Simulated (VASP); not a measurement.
Crystal: HPbNO4.

```
H Pb N O
1.0
     4.19923    0.11117    0.16817
     1.91600    3.89132    0.12568
     1.76085    1.25259    6.37266
H Pb N O
1 1 1 4
Direct
  0.89145 0.68202 0.62796
  0.14426 0.92872 0.88352
  0.25670 0.28861 0.30171
  0.83108 0.65056 0.78405
  0.38694 0.22380 0.11295
  0.31104 0.03576 0.45856
  0.07726 0.60633 0.32275
```

The cell was built by a generator and needn't be a form met in nature.

```yaml
Program: VASP 6.6.1
Task: single point
Functional: PBE
Potentials_or_basis: VASP PAW PBE potentials, release 64 (H, Pb_d, N, O)
Cutoff: 520 eV
k_mesh: 7 × 7 × 5
Occupations: fermi-dirac, width 0.05 eV
Spin: no spin polarisation
```

On this cell: pressure 0.6 GPa; largest force 0.424 eV/Å; band gap on the k mesh 2.79 eV, indirect (least direct gap 2.81 eV).

The same run follows on a disturbed copy (atoms moved at random, drawn with an rms of 0.05 Å):

```
CELL_PARAMETERS angstrom
4.19923 0.11117 0.16817
1.91600 3.89132 0.12568
1.76085 1.25259 6.37266
ATOMIC_POSITIONS crystal
H 0.88037 0.67082 0.63301
Pb 0.14317 0.91735 0.88723
N 0.26542 0.29401 0.30168
O 0.83886 0.64335 0.78096
O 0.38074 0.20999 0.11302
O 0.30953 0.04677 0.45795
O 0.06671 0.60292 0.32096
```

Question: What does the disturbed cell give?

Answer: The energy moves by +30.3 meV/atom; pressure 2.9 GPa; largest force 2.633 eV/Å; band gap on the k mesh 2.79 eV, indirect (least direct gap 2.80 eV).

Forces on the atoms (eV/Å):
```
H    0.040 -0.137 -2.547
Pb   0.005  0.025 -0.070
N   -1.629 -1.774 -1.062
O   -0.085  0.183  2.615
O    0.659  0.697  0.102
O    0.649 -0.963  1.253
O    0.363  1.969 -0.291
```

Stress tensor (GPa, compression positive):
```
-0.60 -0.67  0.13
-0.67  3.83 -2.10
 0.13 -2.10  5.53
```

Caveats: the standard files for N, O and F lose accuracy on very short bonds; spin-orbit coupling is left out, which as a rule narrows the gap of such compounds by several tenths of an eV; an odd mesh through Γ misses points on the zone boundary, where band edges often lie.
